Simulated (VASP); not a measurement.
GaN: transverse stress against strain

GaN (wurtzite, P6_3mc, 11.359 Å³/atom and stress up to 0.25 GPa in the relaxed cell, c along z) under an equal strain ε along x and y, with z held. PBEsol in VASP (plane waves, PAW), 600 eV, 12×12×6 Γ-centred mesh, Gaussian smearing 0.05 eV; ions are relaxed, or left where forces stay under 0.02 eV/Å, within the symmetry of each cell. Stress is positive for a compressed cell.

Here s stands for strain and y for stress zz.

```
strain (%)  stress zz (GPa)
----------  ---------------
-1.50                  3.07
-1.00                  2.00
-0.50                  1.00
0.00                  -0.01
0.50                  -0.86
1.00                  -1.68
1.50                  -2.47
3.00                      ?
```

Problem. Fit y against s with a straight line, and predict the withheld value at s = 3.00.

Solution. Means: s 0, y 0.150. About the means, the sum of products is -12.920 and the sum of squares of s is 7.0000; the slope is their ratio. Least squares gives y = 0.150 - 1.8457·s. Residuals (row less fit): 0.151, 0.004, -0.073, -0.160, -0.087, 0.016, 0.149; standard error 0.129 (degrees of freedom: 5). The slope gives the elastic constant 2C13 = 185 ± 5 GPa (± standard error of the fit, which holds the terms cut off). At the withheld row, y = 0.150 - 1.8457 × 3.0 = -5.387 GPa. The calculation gives -4.57 GPa, 0.817 GPa above the prediction (10.7 % of the range of y in the table). The row lies outside the fitted rows, so this is an extrapolation. From the scatter of the fitted rows alone, a prediction at this place has a standard error of 0.202 GPa, so the miss is 4.0 times that.

A polynomial of degree 2 through the 12 other runs of the series gives -4.48 there, so most of the miss is curvature that the fit leaves out. Rows are the converged runs of the series near zero and its far end; series whose fitted rows scatter by over a few per cent of the range, as at a crossing or softening among them, aren't shown in this form, nor equations of state whose B0' disagrees with the runs' pressures. Most that stay on the fit to the last digits aren't either.
